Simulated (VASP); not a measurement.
Runs of VASP 6.6.1 on OAlClH2. The cell holds a molecule in a box, 5 atoms: a = 13.000 Å, b = 13.000 Å, c = 11.000 Å, α = 90.00°, β = 90.00°, γ = 90.00°. 

| level | potentials or basis | cutoff (eV) | grid for exact exchange (PRECFOCK) | exchange at q = 0 | gap on the mesh (eV) | largest force (eV/Å) |
| --- | --- | --- | --- | --- | --- | --- |
| r2SCAN | VASP PAW PBE potentials, release 64 (O_h, Al, Cl_h, H_h) | 900 | - | - | 6.84 | 0.09 |
| PBE0+TS | VASP PAW PBE potentials, release 64 (O, Al, Cl, H) | 520 | Fast | truncated | 8.29 | (c) |
| BLYP+D3(BJ) | VASP PAW PBE potentials, release 64 (O, Al, Cl, H) | 520 | - | - | (a) | 0.65 |
| SCAN | VASP PAW PBE potentials, release 64 (O, Al, Cl, H) | 520 | - | - | 6.80 | (b) |

Alike in all rows: task single point; no spin polarisation; cell as given; k mesh 1 × 1 × 1; smearing gaussian 0.01 eV.

Problem. Estimate the missing entries.

Solution. (a) 6.07; (b) 0.20; (c) 0.08.

Caveats: the PAW data sets were made with another functional, which shifts forces and pressure a little.

Runs at the PBE level aren't shown here.
